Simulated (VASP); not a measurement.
# CdSiN2 in VASP: how settings move the PBE single point

The PBE single point of CdSiN2, ordered on the zincblende lattice with 4 atoms a cell, under +2.8 % biaxial strain in x and y, free along z is repeated with altered inputs. Which of them can be trusted? This is a trial cell built on a prototype, not taken from a measured structure, and it needn't be the compound's ground state.

Program: VASP 6.6.1. PAW datasets, plane waves. These are computed values for a spin-unpolarised cell that may be hypothetical; none is a measurement.

## Step 1: Starting point

The cell comes from an earlier relaxation with r2SCAN in another program, then strained, with the atoms relaxed again.

The symmetry is P-4m2 (No. 115, tetragonal); conventional cell a = 3.120 Å, c = 4.985 Å, 12.13 Å³ an atom. Cd has 4 N at 2.24 Å; N has 2 Si at 1.80 Å and 2 Cd at 2.24 Å; Si has 4 N at 1.80 Å.

Coordinates:

```xyz
4
Lattice="3.1195 0.0000 0.0000 0.0000 3.1195 0.0000 0.0000 0.0000 4.9846" Properties=species:S:1:pos:R:3 pbc="T T T"
Cd    0.0000    0.0000    0.0000
N     0.0000    1.5598    1.6038
Si    1.5598    1.5598    2.4923
N     1.5598    0.0000    3.3808
```

## Step 2: Baseline

The input, INCAR:

```
ENCUT = 520.000000
SIGMA = 0.020000
EDIFF = 1.00e-07
GGA = PE
PREC = Accurate
IBRION = -1
ISIF = 2
ISMEAR = -1
NBANDS = 21
NELM = 120
NSW = 0
LASPH = .TRUE.
LCHARG = .FALSE.
LWAVE = .FALSE.
LREAL = .FALSE.
```

The input, KPOINTS:

```
KPOINTS created by Atomic Simulation Environment
0
Gamma
8 8 6
0 0 0
```

The input, POSCAR:

```
Cd N  Si
 1.0000000000000000
     3.1195469186000002    0.0000000000000000    0.0000000000000000
     0.0000000000000000    3.1195469186000002    0.0000000000000000
     0.0000000000000000    0.0000000000000000    4.9845767749999998
 Cd  N   Si
   1   2   1
Cartesian
 -0.0000000000000000  0.0000000000000000  0.0000000000000000
  0.0000000000000000  1.5597734593000001  1.6037811972773017
  1.5597734593000001  0.0000000000000000  3.3807955777226981
  1.5597734593000001  1.5597734593000001  2.4922883874999999
```

A file KPOINTS_OPT adds named points for the levels; it doesn't enter the self-consistent loop.

Potentials: the recommended PBE PAW datasets, 26 valence electrons.

Launch:

```bash
mpirun -np 1 vasp_std
```

## Step 3: Altered input 1

The input, INCAR:

```
ENCUT = 520.000000
GGA = PE
PREC = Accurate
IBRION = -1
ISIF = 2
NBANDS = 21
NSW = 0
LASPH = .TRUE.
LCHARG = .FALSE.
LWAVE = .FALSE.
LREAL = .FALSE.
ISMEAR = 0
SIGMA = 0.005
EDIFF = 1e-08
NELM = 71
```

KPOINTS is that of step 2.

POSCAR is that of step 2.

## Step 4: Altered input 2

Changes to INCAR since step 2:

```diff
@@ -3,3 +3,2 @@
 EDIFF = 1.00e-07
-GGA = PE
 PREC = Accurate
@@ -15 +14,3 @@
 LREAL = .FALSE.
+ISYM = 0
+METAGGA = M06L
```

The input, KPOINTS:

```
KPOINTS created by Atomic Simulation Environment
0
Gamma
4 4 4
0 0 0
```

POSCAR is that of step 2.

## Step 5: Altered input 3

Changes to INCAR since step 2:

```diff
@@ -9,3 +9,2 @@
 NBANDS = 21
-NELM = 120
 NSW = 0
@@ -15 +14,4 @@
 LREAL = .FALSE.
+IVDW = 10
+NELECT = 26.5
+NELM = 99
```

KPOINTS is that of step 2.

POSCAR is that of step 2.

## Step 6: Altered input 4

The input, INCAR:

```
SIGMA = 0.020000
EDIFF = 1.00e-07
GGA = PE
PREC = Accurate
IBRION = -1
ISIF = 2
ISMEAR = -1
NBANDS = 21
NSW = 0
LASPH = .TRUE.
LCHARG = .FALSE.
LWAVE = .FALSE.
LREAL = .FALSE.
NELM = 61
ENCUT = 80
```

KPOINTS is that of step 2.

POSCAR is that of step 2.

Before running it: what results should come out? Wanted: for each run, changed; ending; energy change; pressure; electronic steps; usable.

The runs gave:

| run | changed | ending | energy change (meV/atom) | pressure (GPa) | gap on the mesh (eV; negative: overlap) | electronic steps | time | usable |
| --- | --- | --- | --- | --- | --- | --- | --- | --- |
| ref. | – | converged | 0 | -0.1 | 1.08 | 15 | 55 s | yes |
| 1 | ISMEAR = 0, SIGMA = 0.005, EDIFF = 1e-08, NELM = 71 | converged | 0.0 | -0.1 | 1.08 | 18 | 50 s | yes |
| 2 | ISYM = 0, METAGGA = M06L, mesh 4×4×4 | crashed | – | – | – | 35 | 4.1 min | no |
| 3 | IVDW = 10, NELECT = 26.5, NELM = 99 | converged | – | 20.6 | – | 15 | 53 s | no |
| 4 | ENCUT = 80 | converged | 28932.7 | -1092.5 | -4.47 | 28 | 12 s | no |

What this shows: Of 4 altered inputs, 1 gave no result, 2 ended normally on a faulty or unsound input, 1 gave usable results.
